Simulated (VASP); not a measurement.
A run of VASP 6.6.1:

The input INCAR:

```
ALGO = Normal ; EDIFF = 1E-6
ENCUT = 520 ; GGA = PE
ISIF = 2 ; ISMEAR = 0
ISPIN = 2 ; LASPH = T
LCHARG = T ; LELF = T
LMAXMIX = 4 ; LORBIT = 11
LREAL = F ; LVHAR = T
LWAVE = F ; MAGMOM = 1 0 0 0 0 0 0 0 0 0 0 0 0 0
NBANDS = 56 ; NELM = 150
PREC = Accurate ; SIGMA = 0.1
```

Contents of KPOINTS:

```
k-points
0
Gamma
  4 4 4
```

File POSCAR:

```
PtRhC6N6
1.0
    0.0000000000      5.0945000000      5.0945000000
    5.0945000000      0.0000000000      5.0945000000
    5.0945000000      5.0945000000      0.0000000000
Rh Pt C N
1 1 6 6
Direct
    0.0000000000      0.0000000000      0.0000000000
    0.5000000000      0.5000000000      0.5000000000
    0.8118559200      0.1881440800      0.1881440800
    0.1881440800      0.8118559200      0.1881440800
    0.1881440800      0.1881440800      0.8118559200
    0.1881440800      0.8118559200      0.8118559200
    0.8118559200      0.1881440800      0.8118559200
    0.8118559200      0.8118559200      0.1881440800
    0.6970262000      0.3029738000      0.3029738000
    0.3029738000      0.6970262000      0.3029738000
    0.3029738000      0.3029738000      0.6970262000
    0.3029738000      0.6970262000      0.6970262000
    0.6970262000      0.3029738000      0.6970262000
    0.6970262000      0.6970262000      0.3029738000
```

Potentials or basis: VASP PAW PBE potentials, release 64 (Rh_pv, Pt, C, N).

Command:

```bash
$ cat potpaw_PBE.64/Rh_pv/POTCAR potpaw_PBE.64/Pt/POTCAR potpaw_PBE.64/C/POTCAR potpaw_PBE.64/N/POTCAR > POTCAR
$ mpirun -np 1 vasp_std > vasp.out
```

Hardware: 1 thread of AMD EPYC 9R45 (Zen 5), on a shared host.

Estimate the wall time of this run.

Wall time 4.8 min on 1 thread of AMD EPYC 9R45 (Zen 5) (shared host), peak memory 0.56 GiB. Counts: scf iterations 20, k points 8.
